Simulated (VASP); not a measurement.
Consider the following.

```
CELL_PARAMETERS angstrom
      0.00000     2.50188     2.50188
      2.50188     0.00000     2.50188
      2.50188     2.50188     0.00000
ATOMIC_POSITIONS crystal
  Be 0.00000 0.00000 0.00000
  S  0.25000 0.25000 0.25000
```

All values below come from revPBE GGA, VASP's PBE PAW potentials (set 64) (plane waves; VASP). Run with 520 eV cut-off, 9×9×9 Γ-centred mesh, Gaussian smearing of 0.050 eV, potentials Be S.

Question: Predict the energy per atom (σ→0), pressure.

Answer: 
energy per atom (σ→0): -4.735 eV/atom
pressure: -46.1 kbar

Only differences to runs with the same potentials and settings are physical.

The compound is BeS in the zinc blende structure. This cell is one point of a volume scan, at 1.06 of the reference volume.
